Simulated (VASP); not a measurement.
These are PBE GGA, VASP's PBE PAW potentials (set 64) (plane waves; VASP) values and carry that method's errors.

The input files of a VASP run:

### POSCAR
```
Be
1.0
  1.1687560000  -1.9896340000   0.0000000000
  1.1687560000   1.9896340000   0.0000000000
  0.0000000000   0.0000000000   3.5425540000
Be
2
Cart
  1.1687560000   0.6632126598   0.8856385000
  1.1951652106  -0.6632126598   2.6569155000
```

INCAR:
```
SYSTEM = Be
PREC = Accurate
ENCUT = 400
EDIFF = 1E-6
NELM = 100
ALGO = Normal
LREAL = .FALSE.
LASPH = .TRUE.
ISMEAR = 1
SIGMA = 0.1
GGA = PE
LWAVE = .FALSE.
LCHARG = .FALSE.
ISIF = 2
AMIX = 0.6
BMIX = 1.0
IMIX = 1
```

### KPOINTS
```
Automatic mesh
0
Gamma
16 16 9
0 0 0
```

POTCAR, in this order: Be (PBE.64 set). Program: vasp_std.

Problem. Predict the energy per atom (σ→0), pressure, largest force, band gap (on the k-mesh).

Solution. 
```
Property                                                    Result
------------------------  ----------------------------------------
energy per atom (σ→0)                               -3.759 eV/atom
band gap (on the k-mesh)  none (metal, semimetal or under 0.01 eV)
pressure                                                 -4.18 GPa
largest force                                      0.00392 Ry/bohr
```

OSZICAR:
```
...
DAV:   6    -0.752397063423E+01    0.52594E-01   -0.10903E-02  8934   0.144E+00    0.495E-01
DAV:   7    -0.751811883707E+01    0.58518E-02   -0.90113E-04 11172   0.400E-01    0.205E-01
DAV:   8    -0.751730750822E+01    0.81133E-03   -0.11013E-04  9630   0.138E-01    0.846E-02
DAV:   9    -0.751718492664E+01    0.12258E-03   -0.15526E-05 11166   0.510E-02    0.349E-02
DAV:  10    -0.751716522949E+01    0.19697E-04   -0.22856E-06  8898   0.193E-02    0.144E-02
DAV:  11    -0.751716180311E+01    0.34264E-05   -0.33726E-07  4896   0.741E-03    0.597E-03
DAV:  12    -0.751716113731E+01    0.66581E-06   -0.68126E-08  4494   0.248E-03
   1 F= -.75171611E+01 E0= -.75171437E+01  d E =-.524532E-04
```

The compound is Be in the hcp structure. The cell was not relaxed at this level, atoms are displaced from their ideal sites. The run is one of a series of settings (AMIX = 0.6, BMIX = 1.0, IMIX = 1 against the base run), some of them coarse on purpose.
